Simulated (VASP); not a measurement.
Input:

```yaml
crystal:
  lattice:
    - [0.00000, 2.66280, 2.66280]
    - [2.66280, 0.00000, 2.66280]
    - [2.66280, 2.66280, 0.00000]
  atoms:
    - { symbol: Yb, position: [0.00000, 0.00000, 0.00000] }
```

Level of theory: AM05 GGA, VASP's PBE PAW potentials (set 64) (plane waves; VASP 6.6.1). Settings: 520 eV cut-off, Gaussian smearing of 0.050 eV, potentials Yb_2.

The 4f electrons are frozen in the core of the lanthanide potential, so 4f levels, which can set the real gap, and their magnetism are missing.

Q: Estimate the band gap (along the path) with the smallest direct gap where there is one.

A: 
- band gap (along the path) = 0.02 eV
- smallest direct gap (along the path) = 0.06 eV

Only differences to runs with the same potentials and settings are physical.

The compound is Yb in the fcc structure. It was relaxed first, which changed the volume by -8 %.
